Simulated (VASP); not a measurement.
# BN: optical spectrum with PBE+D3(BJ)

Crystal: BN.

```xyz
4
Lattice="2.5068 0.0000 0.0000 -1.2534 2.1710 0.0000 0.0000 0.0000 6.5855" Properties=species:S:1:pos:R:3 pbc="T T T"
B     0.0000    1.4473    1.6464
B     1.2534    0.7237    4.9391
N     0.0000    1.4473    4.9391
N     1.2534    0.7237    1.6464
```

```json
{"Program": "VASP 6.6.1", "Task": "optical spectrum", "Functional": "PBE", "Dispersion": "D3(BJ)", "Potentials or basis": "VASP PAW PBE potentials, release 64 (B, N)", "Cutoff": "520 eV", "k mesh": "21 × 21 × 8", "Occupations": "gaussian, width 0.02 eV", "Spin": "no spin polarisation", "Further INCAR settings": "ALGO = Normal; EDIFF = 1e-07; NBANDS = 32"}
```

```
Pressure                   : 0.0 GPa
Band gap on the k mesh     : 4.24 eV, indirect (least direct gap 4.63 eV)
Dispersion energy per atom : -0.142 eV
```

Levels at points of the mesh, in eV from the valence-band top:
```csv
k point,band 5,band 6,band 7,band 8,band 9,band 10,band 11,band 12
"(0.00, 0.00, 0.00)",-1.38,-1.38,-1.34,-1.34,5.27,10.36,11.48,11.48
"(0.00, 0.00, 0.50)",-1.36,-1.36,-1.36,-1.36,7.68,7.68,11.54,11.54
```

Dielectric function (mean over the directions given):
| energy (eV) | real part | imaginary part |
| --- | --- | --- |
| 0.28 | 4.25 | 0.00 |
| 1.26 | 4.34 | 0.02 |
| 2.32 | 4.62 | 0.04 |
| 3.37 | 5.27 | 0.10 |
| 4.36 | 7.35 | 0.53 |
| 5.41 | 6.39 | 7.34 |
| 6.46 | 0.47 | 3.16 |
| 7.52 | 1.13 | 1.35 |
| 8.50 | 2.21 | 0.89 |
| 9.56 | 3.83 | 1.66 |
| 10.61 | 2.02 | 2.68 |
| 11.66 | 2.59 | 1.92 |
| 12.65 | 5.16 | 1.81 |
| 13.70 | 2.31 | 6.50 |
| 14.76 | -1.26 | 4.08 |
| 15.81 | -0.64 | 2.44 |
| 16.79 | -0.48 | 2.11 |
| 17.85 | 0.04 | 1.84 |
| 18.90 | -0.26 | 1.57 |
| 19.96 | -0.43 | 1.35 |

Run time: 2.6 min on 1 thread of Intel(R) Xeon(R) Platinum 8488C (Sapphire Rapids), with other jobs on the host, peak memory 0.44 GiB.

Caveat: independent-particle spectra lack excitons; an odd mesh through Γ misses points on the zone boundary, where band edges often lie. PBE gaps usually lie below the measured ones, often by a third to a half.
